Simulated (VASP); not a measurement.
# Zone-centre gap, electron mass and competing valleys of GaAs under biaxial (111) strain, TB-mBJ on LDA cells

A strain has to be chosen for a GaAs film grown on a (111) surface, to serve as the absorber of a near-infrared detector. Its direct gap is to lie at least 0.15 eV below that of unstrained GaAs. The conduction level at Γ must stay at least 0.025 eV, about the thermal energy at room temperature, below every other valley. The electron mass in the plane must not exceed the unstrained one. If several strains pass, the smallest is taken, because a film under less strain can be grown thicker before it relaxes.

The calculation gives the Γ, Δ and L levels, counted from the valence-band top at the zone centre, and the two electron masses at Γ. Gap shift and mass are judged against the unstrained row, the valley margin within each row.

## Set-up

The start is a typed prototype cell. The crystal was relaxed with LDA. Equal strain is imposed in the (111) plane; the strain along the normal is adjusted until the normal stress vanishes, and the atoms are relaxed with LDA. VASP 6.6.1, plane waves with PAW, cutoff 450 eV, no spin polarisation. Band edges are single points at TB-mBJ with spin-orbit coupling on these cells, k mesh 7×7×7, read on short lines of k points at the zone centre and through the valleys; energies are counted from the valence-band top at the zone centre. Masses are fitted within 0.05 1/Å of the zone centre. All levels use the PAW data sets made with LDA.

Notes on method and selection:

- A valley's energy from the valence-band top holds the shift of that top as well as the shift of the valley.
- The TB-mBJ parameter c is fixed anew from the density of each cell, so it changes along the series.
- Runs that did not converge, have known faults or may not be shown are not listed, and runs on Ansatz's PAW sets soft_1 and soft_2 are kept to separate tables.

Columns:

- strain (%): strain in the plane (tension positive).
- Γ level (eV): lowest conduction level at Γ.
- Δ valley (eV): lowest conduction level along Γ–X.
- L valley (eV): lowest conduction level at the L points.
- mass, normal (mₑ): electron mass at Γ along the normal.
- mass, plane (mₑ): electron mass at Γ in the plane.

Input lines of one member:

```
PREC = Accurate
ENCUT = 450
EDIFF = 1E-06
NELM = 150
ISMEAR = 0
SIGMA = 0.02
LREAL = .FALSE.
ALGO = Normal
METAGGA = MBJ
LASPH = .TRUE.
LNONCOLLINEAR = .TRUE.
NBANDS = 28
GGA_COMPAT = .FALSE.
LSORBIT = .TRUE.
KPAR = 2
```

Command (options for logging and memory left out): `mpirun -np 2 vasp_ncl`

## Computed values

| member | sign of the strain | strain (%) | Γ level (eV) | Δ valley (eV) | L valley (eV) | mass, normal (mₑ) | mass, plane (mₑ) |
| --- | --- | --- | --- | --- | --- | --- | --- |
| −2 % | compression | −2.0 | 1.771 | 1.721 | 1.644 | 0.0863 | 0.1191 |
| −1.5 % | compression | −1.5 | 1.762 | 1.781 | 1.679 | 0.0895 | 0.1123 |
| −1 % | compression | −1.0 | 1.743 | 1.835 | 1.710 | 0.0922 | 0.1061 |
| −0.5 % | compression | −0.5 | 1.715 | 1.881 | 1.739 | 0.0943 | 0.1005 |
| 0 % | compression | 0.0 | 1.679 | 1.919 | 1.764 | 0.0958 | 0.0958 |
| 0 % | tension | 0.0 | 1.679 | 1.919 | 1.764 | 0.0958 | 0.0958 |
| +0.5 % | tension | 0.5 | 1.595 | 1.909 | 1.650 | 0.0967 | 0.0915 |
| +1 % | tension | 1.0 | 1.507 | 1.890 | 1.536 | 0.0974 | 0.0880 |
| +1.5 % | tension | 1.5 | 1.415 | 1.867 | 1.425 | 0.0967 | 0.0844 |
| +2 % | tension | 2.0 | 1.322 | 1.837 | 1.314 | 0.0956 | 0.0813 |

Least-squares fits to the whole series, with x = strain (%); R² and errors in the fitted variable (y, or ln y where the fit is in ln y):

| y | sign of the strain | members | fit | R² | rms residual | leave-one-out rms | the same for the mean of the others |
| --- | --- | --- | --- | --- | --- | --- | --- |
| Γ level (eV) | compression | 5 | y = 1.688 − 0.04620 x | 0.95 | 0.0075 | 0.016 | 0.042 |
| Γ level (eV) | tension | 5 | y = 1.6824 − 0.17880 x | 1.00 | 0.0027 | 0.0055 | 0.16 |
| Δ valley (eV) | compression | 5 | y = 1.9266 + 0.099200 x | 0.99 | 0.0062 | 0.013 | 0.088 |
| Δ valley (eV) | tension | 5 | y = 1.9256 − 0.041200 x | 0.97 | 0.0053 | 0.011 | 0.037 |

## Reading the trend

The gap at Γ falls by 0.179 eV per % of tension but rises by only 0.046 eV per % of compression (fitted slopes). Two effects add under tension and oppose each other under compression.

The first changes sign with the strain. Tension enlarges the cell and lowers the antibonding s-like level at Γ. Between the ±0.5 % rows this part is (1.595 − 1.715) / 1.0 = −0.120 eV per %.

The second lowers the gap for either sign: strain splits the two uppermost valence levels, and the upper one becomes the new zero of energy. The mean of the ±2 % rows lies below the unstrained value by 1.679 − (1.771 + 1.322) / 2 = 0.13 eV for Γ and by 1.919 − (1.721 + 1.837) / 2 = 0.14 eV for Δ. That two such different conduction levels share nearly the same drop points to their common zero, the valence top, as its main source.

The L valleys are not equivalent under this strain. Tension lowers the one along the normal, by (1.764 − 1.314) / 2 = 0.225 eV per %, faster than Γ falls. Under compression the oblique ones come down while Γ rises. L is therefore the lowest conduction level from −1 % to −2 % and again at +2 %. Unstrained, L lies 0.085 eV and Δ 0.240 eV above Γ; at −2 % Δ too is below Γ.

The mass in the plane falls steadily from 0.1191 to 0.0813 mₑ between −2 % and +2 %. A smaller gap makes electrons lighter, but at −2 % the gap is only 5 % above the unstrained one while this mass is 24 % larger and the normal mass 10 % smaller. The valence splitting would favour the opposite anisotropy. A possible cause is bond rotation: compression in the plane turns the oblique bonds towards the normal, which strengthens the s–p coupling along it and weakens it in the plane. The sign fits, but the table cannot show whether this effect is large enough.

## Exceptions

Largest departures from the fit to the whole series:

| member | sign of the strain | Γ level (eV) | fit | computed − fit | in rms residuals |
| --- | --- | --- | --- | --- | --- |
| +1 % | tension | 1.507 | 1.504 | +0.003 | 1.3 |
| 0 % | tension | 1.679 | 1.682 | −0.003 | 1.3 |
| −2 % | compression | 1.771 | 1.780 | −0.009 | 1.2 |
| 0 % | compression | 1.679 | 1.688 | −0.009 | 1.2 |

The largest departures from the straight lines for Γ, 0.009 eV at 0 % and −2 %, come from curvature and not from faulty rows. Each further 0.5 % of compression raises the gap by less: 0.036, 0.028, 0.019 and 0.009 eV. The compression line is thus a rough summary, and its slope should not be carried past −2 %. Under tension the steps are nearly equal, 0.084 to 0.093 eV, and the line is good.

The normal mass has a shallow maximum at +1 %, but the tension rows differ by no more than 0.0018 mₑ, so it is best read as constant there.

All the masses are suspect in absolute size. The unstrained 0.0958 mₑ is too heavy by roughly 40 % against measurement, a known tendency of TB-mBJ. Ratios between rows are safer than the masses themselves.

## Choosing a member

**Gap shift.** Compression raises the Γ level, so those rows fail. Under tension the gap falls below 1.679 eV by 0.084 eV at +0.5 %, 0.172 eV at +1 %, 0.264 eV at +1.5 % and 0.357 eV at +2 %. The last three pass.

**Valley margin.** L minus Γ is 1.536 − 1.507 = 0.029 eV at +1 %, 0.010 eV at +1.5 % and −0.008 eV at +2 %. Δ lies far higher in all three rows. Only +1 % passes.

**Mass.** At +1 % the ratio in the plane is 0.0880 / 0.0958 = 0.92, which passes.

**Wavelength.** With λ = hc / E and hc = 1240 eV nm, the absorption edge moves from 1240 / 1.679 = 739 nm to 1240 / 1.507 = 823 nm.

**Error of the level.** The unstrained gap is too large by roughly 0.16 eV against measurement at low temperature. If the same error holds at +1 %, the edge lies near 1240 / (1.507 − 0.16) = 921 nm. The shift between rows is less affected. The L valley is known to lie a few tenths of an eV above Γ in unstrained GaAs, so the computed 0.085 eV is too small and the margins are probably pessimistic.

**Choice.** The pick is +1 %, with +1.5 % as runner-up. A larger true margin would admit the runner-up as well, but the smaller strain would still be preferred.

**What would overturn it.** The pick clears the margin by only 0.029 − 0.025 = 0.004 eV and the shift by 0.172 − 0.15 = 0.022 eV. Confinement in a thin film can use up both. For hard walls the Γ level rises by h² / (8 m d²), which is roughly 0.38 / (m d²) in eV with m in mₑ and d in nm. At d = 10 nm this is 0.38 / (0.0974 × 100) = 0.039 eV, and more with the true, lighter mass. The shift then drops to 0.172 − 0.039 = 0.133 eV, even before confinement of the holes is counted, and misses the target, while the L valley along the normal, with its heavy mass in that direction, hardly moves. The film should therefore be several tens of nanometres thick, and whether it stays strained at that thickness is not assured and must be checked before the pick is used.

## Summary

Within ±2 %, tension is the effective way to lower the direct gap, and compression raises it much more weakly. In the rows from −0.5 % to +1.5 % Γ is the lowest conduction level, with L at most 0.085 eV above it. At the larger tensions the valence top lies slightly off the zone centre, so the smallest gap is a little below the one listed.

Two effects left out are smaller than the range of the Γ level, 1.771 − 1.322 = 0.449 eV, but comparable with or larger than these valley margins. The LDA cell is smaller than the measured one, which brings L closer to Γ by roughly 0.1 eV. Warming to room temperature lowers the gap by roughly 0.1 eV, but L comes down by a similar amount, so the margins change much less.

[Logs are printed without paths, hosts, clocks, repeated set-up lines and the standing remarks that a program may print on its own settings, such as how far it seeks lower states.]
